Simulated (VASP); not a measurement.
Band gaps of Ag2O (cuprite) from VASP (PAW), without and with spin-orbit coupling. Semilocal levels are at their own relaxed cell, hybrids and mBJ at PBE's; 0.00 means no gap at that level.

The cell of the LDA run:

```
CELL_PARAMETERS angstrom
      4.63978     0.00000     0.00000
      0.00000     4.63978     0.00000
      0.00000     0.00000     4.63978
ATOMIC_POSITIONS crystal
  Ag 0.75000 0.25000 0.75000
  Ag 0.25000 0.75000 0.75000
  Ag 0.75000 0.75000 0.25000
  Ag 0.25000 0.25000 0.25000
  O  0.00000 0.00000 0.00000
  O  0.50000 0.50000 0.50000
```

| level | gap without SOC (eV) | gap with SOC (eV) | shift (eV) |
|---|---|---|---|
| LDA | 0.11 | ? | ? |

### Question
What belongs in the gaps?

### Answer

- LDA, gap with SOC (eV): 0.03
- LDA, shift (eV): -0.08

Only levels that ran to the end are used. Left out are those held back, those with too coarse a band path, GW runs whose mesh misses a band edge, hybrids' fits of cells that aren't cubic and levels without matching references; a question may draw on a part of the rest.

The compound is Ag2O in the cuprite structure. It was relaxed first, which changed the volume by -6 %. Symmetry was kept, so distortions that lower it aren't found.
